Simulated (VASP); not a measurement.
Input for VASP

**INCAR**
```
ISMEAR  =  0
NELM  =  100
IBRION  =  2
ALGO  =  Normal
LMAXMIX  =  4
NSW  =  60   ! most ionic steps
LUSE_VDW  =  .TRUE.
ISIF  =  3
ZAB_VDW  =  -1.8867
LCHARG  =  .FALSE.
EDIFF  =  1E-6   ! SCF stop (eV)
SIGMA  =  0.05   ! width (eV)
PREC  =  Accurate
LWAVE  =  .FALSE.
EDIFFG  =  -0.01
LREAL  =  .FALSE.
LASPH  =  .TRUE.   ! aspherical one-centre terms
SYSTEM  =  PbSe
GGA  =  MK
ENCUT  =  520   ! plane-wave cut-off (eV)
PARAM2  =  0.7114
PARAM1  =  0.1234568
AGGAC  =  0.0
```

### POSCAR
```
PbSe
1
   -0.0000000000     3.0833221937     3.0833221937
    3.0833221937     0.0000000000     3.0833221937
    3.0833221937     3.0833221937     0.0000000000
Pb Se
1 1
Direct
  0.0000000000   0.0000000000   0.0000000000
  0.5000000000   0.5000000000   0.5000000000
```

KPOINTS:
```
K-points
0
gamma
7 7 7
```

POTCAR, in this order: Pb_d Se (PBE.64 set). Program: vasp_std.

**Question.** Translate this rev-vdW-DF2 calculation to Quantum ESPRESSO's pw.x.

**Answer.** One equivalent input (not run):
```
&CONTROL
  calculation = 'vc-relax'
  pseudo_dir = './pseudo'
  outdir = './out'
  tprnfor = .true.
  tstress = .true.
  nstep = 60
  forc_conv_thr = 0.00039
/
&SYSTEM
  ibrav = 0
  nat = 2
  ntyp = 2
  ecutwfc = 86
  occupations = 'smearing'
  smearing = 'gaussian'
  degauss = 0.003675
  input_dft = 'vdw-df2-b86r'
/
&ELECTRONS
  conv_thr = 7.3e-08
  electron_maxstep = 100
/
&IONS
/
&CELL
/
ATOMIC_SPECIES
  Pb 207.200 Pb.upf
  Se 78.971 Se.upf
CELL_PARAMETERS angstrom
    -0.0000000    3.0833222    3.0833222
     3.0833222    0.0000000    3.0833222
     3.0833222    3.0833222    0.0000000
ATOMIC_POSITIONS crystal
  Pb   0.0000000  0.0000000  0.0000000
  Se   0.5000000  0.5000000  0.5000000
K_POINTS automatic
  7 7 7 0 0 0
```
What does not carry over: the potentials are each code's own (VASP's PAW set, PseudoDojo norm-conserving files in pw.x), so ENCUT and ecutwfc are chosen apart and not converted; conv_thr bounds pw.x's estimated SCF error, while EDIFF bounds the energy change between steps; forc_conv_thr acts on force components and is met together with etot_conv_thr.

The compound is PbSe in the rock salt structure. It was relaxed first. The start is the result of an earlier pass.
